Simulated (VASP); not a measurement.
OSZICAR of a VASP run on Cu (fcc):

### OSZICAR
```
       N       E                     dE             d eps       ncg     rms          rms(c)
DAV:   1     0.289348219942E+02    0.28935E+02   -0.58574E+03  2698   0.213E+03
DAV:   2    -0.128618755534E+02   -0.41797E+02   -0.39581E+02  2621   0.202E+02
DAV:   3    -0.133649741610E+02   -0.50310E+00   -0.50175E+00  3124   0.329E+01
DAV:   4    -0.133690139330E+02   -0.40398E-02   -0.40392E-02  3210   0.261E+00
DAV:   5    -0.133690713523E+02   -0.57419E-04   -0.57419E-04  3090   0.245E-01    0.783E+00
DAV:   6    -0.114267860926E+02    0.19423E+01   -0.27894E+01  2768   0.129E+02    0.569E+00
DAV:   7    -0.108367935129E+02    0.58999E+00   -0.57207E+00  2801   0.552E+01    0.517E-01
DAV:   8    -0.108335227789E+02    0.32707E-02   -0.12769E-01  3048   0.833E+00    0.930E-01
DAV:   9    -0.108255752069E+02    0.79476E-02   -0.14139E-01  3384   0.873E+00    0.535E-02
DAV:  10    -0.108265327638E+02   -0.95756E-03   -0.17072E-03  3129   0.576E-01    0.107E-01
DAV:  11    -0.108265037216E+02    0.29042E-04   -0.56229E-04  3744   0.453E-01    0.342E-02
DAV:  12    -0.108265222419E+02   -0.18520E-04   -0.38118E-04  2836   0.405E-01    0.260E-02
DAV:  13    -0.108265239932E+02   -0.17513E-05   -0.98110E-05  2840   0.201E-01    0.205E-03
DAV:  14    -0.108265255404E+02   -0.15472E-05   -0.45569E-07  1814   0.104E-02    0.219E-03
DAV:  15    -0.108265252506E+02    0.28978E-06   -0.11943E-06  1398   0.272E-02
   1 F= -.10826525E+02 E0= -.10826508E+02  d E =-.108265E+02
       N       E                     dE             d eps       ncg     rms          rms(c)
DAV:   1    -0.108287225930E+02   -0.21971E-02   -0.43570E-02  2749   0.544E+00    0.385E-01
DAV:   2    -0.108270660482E+02    0.16565E-02   -0.34796E-02  2762   0.420E+00    0.154E-01
DAV:   3    -0.108265430180E+02    0.52303E-03   -0.63843E-03  2809   0.178E+00    0.638E-02
DAV:   4    -0.108264849708E+02    0.58047E-04   -0.51191E-04  3154   0.350E-01    0.216E-02
DAV:   5    -0.108265062972E+02   -0.21326E-04   -0.10139E-04  2798   0.189E-01    0.104E-03
DAV:   6    -0.108265060099E+02    0.28731E-06   -0.11834E-06  1743   0.208E-02
   2 F= -.10826506E+02 E0= -.10826494E+02  d E =0.192407E-04
       N       E                     dE             d eps       ncg     rms          rms(c)
DAV:   1    -0.108275212140E+02   -0.10149E-02   -0.19702E-02  2745   0.368E+00    0.259E-01
DAV:   2    -0.108268370237E+02    0.68419E-03   -0.15587E-02  2759   0.281E+00    0.103E-01
DAV:   3    -0.108265598551E+02    0.27717E-03   -0.28825E-03  2776   0.119E+00    0.429E-02
DAV:   4    -0.108265239817E+02    0.35873E-04   -0.23037E-04  3154   0.234E-01    0.144E-02
DAV:   5    -0.108265301226E+02   -0.61409E-05   -0.45424E-05  2765   0.127E-01    0.709E-04
DAV:   6    -0.108265306455E+02   -0.52284E-06   -0.56334E-07  1513   0.143E-02
   3 F= -.10826531E+02 E0= -.10826515E+02  d E =-.539489E-05
```

Question: Which electronic solver shows in the log?

Answer: It is blocked Davidson (ALGO = Normal, or the opening steps of other solvers). The INCAR had ALGO = Normal.

Question: Can the final energy be trusted as converged?

Answer: The calculation finished and met its thresholds. It stopped with EDIFF = 1E-6, NELM = 100, NSW = 60 and EDIFFG = -0.01 after 3 ionic steps (r2SCAN meta-GGA, plane waves, VASP's PBE PAW potentials (set 64)).

The compound is Cu in the fcc structure. This run relaxes it. Symmetry was kept, so distortions that lower it aren't found. The start is the result of an earlier pass.
